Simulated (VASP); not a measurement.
A convergence study with VASP on Te (trig): one setting is varied, all else stays as given below, so the limit is that of these other settings.

```
Te
1.0
    2.23000    -3.86247     0.00000
    2.23000     3.86247     0.00000
    0.00000     0.00000     5.93000
Te
3
Direct
  0.00000   0.26300   0.66667
  0.73700   0.73700   0.00000
  0.26300   0.00000   0.33333
```

These are PBE GGA, VASP's PBE PAW potentials (set 64) (plane waves; VASP 6.6.1) values and carry that method's errors. The tightest run used: 550 eV cut-off, 15×15×9 Γ-centred mesh, Gaussian smearing of 0.050 eV, potentials Te.

```tsv
setting	E (eV/atom)	pressure (GPa)	largest force (eV/Å)	irreducible k-points
1×1×1 mesh	-0.5657	21.54	0.888	1
2×2×1 mesh	-3.0925	1.70	1.252	2
3×3×2 mesh	-3.0794	2.36	0.094	6
4×4×2 mesh	-3.1270	2.04	0.203	8
5×5×3 mesh	-3.1322	2.01	0.340	12
```

### Question
These are the cheaper rows. Estimate the results at 15×15×9 mesh, and how far the last row shown lies from them.

### Answer

| quantity | tightest run | last row shown is off by |
|---|---|---|
| E (eV/atom) | -3.1343 | 0.0021 |
| pressure (GPa) | 1.97 | 0.04 |
| largest force (eV/Å) | 0.325 | 0.014 |

Left out are rungs that failed or repeat a setting and relaxations that didn't move; long series are thinned to 24 rows.

The compound is Te in the trig structure. The cell was not relaxed at this level, forces remain on its atoms.
